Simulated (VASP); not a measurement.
ScZnGaS4:

```
Ga Zn Sc S
1.0
     3.82359    0.00000    0.00000
    -1.91180    3.31133    0.00000
     0.00000    0.00000   12.50878
Ga Zn Sc S
1 1 1 4
Direct
  0.66667 0.33333 0.21591
  0.33333 0.66667 0.49311
  0.00000 0.00000 0.78769
  0.00000 0.00000 0.59905
  0.66667 0.33333 0.39330
  0.00000 0.00000 0.13822
  0.66667 0.33333 0.87272
```

The cell comes from a database or a generator and needn't be the stable form of this composition.

| Quantity | Value |
| --- | --- |
| Program | VASP 6.6.1 |
| Task | single point |
| Functional | PBE |
| Potentials or basis | VASP PAW PBE potentials, release 64 (Ga_d, Zn, Sc_sv, S) |
| Cutoff | 520 eV |
| k mesh | 8 × 8 × 3 |
| Occupations | fermi-dirac, width 0.05 eV |
| Spin | no spin polarisation |

On this cell: pressure 0.0 GPa; largest force 0.086 eV/Å; band gap on the k mesh 1.01 eV, indirect (least direct gap 1.14 eV).

The same run follows on a disturbed copy (atoms moved at random, drawn with an rms of 0.05 Å):

```xyz
7
Lattice="3.8236 0.0000 0.0000 -1.9118 3.3113 0.0000 0.0000 0.0000 12.5088" Properties=species:S:1:pos:R:3 pbc="T T T"
Ga    1.9078    1.0829    2.6940
Zn    0.0161    2.2381    6.1400
Sc    0.0113   -0.0404    9.8572
S    -0.0390    0.0219    7.4859
S     1.9251    1.1018    4.9306
S     0.0262   -0.0556    1.7144
S     1.9169    1.1381   10.9004
```

Q: What does the disturbed cell give?

A: The energy moves by +5.4 meV/atom; pressure 0.1 GPa; largest force 0.809 eV/Å; band gap on the k mesh 0.93 eV, indirect (least direct gap 1.01 eV).

Forces in eV/Å, atoms in the order of the input:
```
Ga   0.116 -0.149  0.127
Zn  -0.042 -0.051  0.101
Sc  -0.051  0.687 -0.424
S    0.052 -0.017  0.102
S   -0.001  0.031 -0.227
S   -0.123  0.172  0.104
S    0.048 -0.674  0.216
```

Stress tensor (GPa, compression positive):
```
-0.36  0.04  0.25
 0.04  1.04 -0.91
 0.25 -0.91 -0.27
```

Caveats: an odd mesh through Γ misses points on the zone boundary, where band edges often lie.
